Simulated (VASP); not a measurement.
```yaml
crystal:
  lattice:
    - [4.76275, 0.00000, 0.00000]
    - [0.00000, 4.76275, 0.00000]
    - [0.00000, 0.00000, 4.76275]
  atoms:
    - { symbol: Si, position: [0.16242, 0.33758, 0.66242] }
    - { symbol: Si, position: [0.33758, 0.66242, 0.16242] }
    - { symbol: Si, position: [0.66242, 0.16242, 0.33758] }
    - { symbol: Si, position: [0.83758, 0.83758, 0.83758] }
    - { symbol: Ru, position: [0.87059, 0.62941, 0.37059] }
    - { symbol: Ru, position: [0.62941, 0.37059, 0.87059] }
    - { symbol: Ru, position: [0.37059, 0.87059, 0.62941] }
    - { symbol: Ru, position: [0.12941, 0.12941, 0.12941] }
```

All values below come from PBE GGA, VASP's PBE PAW potentials (set 64) (plane waves; VASP). Numerical set-up: 300 eV cut-off, 7×7×7 Γ-centred mesh, Gaussian smearing of 0.020 eV, potentials Si Ru_pv.

At this cut-off the stress carries a Pulay error, which pulls relaxed volumes low.

Problem. What does the run give for the energy per atom (σ→0), pressure, largest force?

Solution. 
```
Quantity                        Result
---------------------  ---------------
energy per atom (σ→0)   -7.954 eV/atom
pressure                     -4.50 GPa
largest force          0.00451 Ry/bohr
```

Only differences to runs with the same potentials and settings are physical.

The structure comes from a computed database's SiRu entry; how it stands against other phases isn't given here. The cell was not relaxed at this level.
